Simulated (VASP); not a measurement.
**AlIn3Sb4 (ordered alloy cell): computed properties**

These are PBEsol GGA, VASP's PBE PAW potentials (set 64) (plane waves; VASP) values and carry that method's errors.

| Property | Value |
|---|---|
| space group | R3m (160) |
| cell | a = 4.547 Å, b = 4.547 Å, c = 44.560 Å, α = 90.00°, β = 90.00°, γ = 120.00° |
| volume per atom | 33.24 Å^3/atom |
| band gap (over mesh and band path) | none (metal, semimetal or under 0.01 eV) |
| density | 5.36 g/cm³ |

```xyz
8
Lattice="0.0000 3.2152 3.2152 3.2152 0.0000 3.2152 12.8624 12.8624 -0.0018" Properties=species:S:1:pos:R:3 pbc="T T T"
In    12.8105    12.8105     0.0502
In     3.2134     3.2134     0.0017
In     9.6908     9.6908     6.3851
Sb     1.5869     1.5869     1.6283
Sb     4.8513     4.8513     1.5790
Sb     8.1129     8.1129     1.5326
Sb    11.1777    11.1777     1.6829
Al    12.8673    12.8673     6.4237
```

Unless said otherwise, spin-orbit coupling is left out, though it shifts the bands of the heavy elements here.

The structure was generated: AlIn3Sb4 was put into an ordered model structure (R3m), which need not be its known phase. It was relaxed first. Symmetry was kept, so distortions that lower it aren't found.
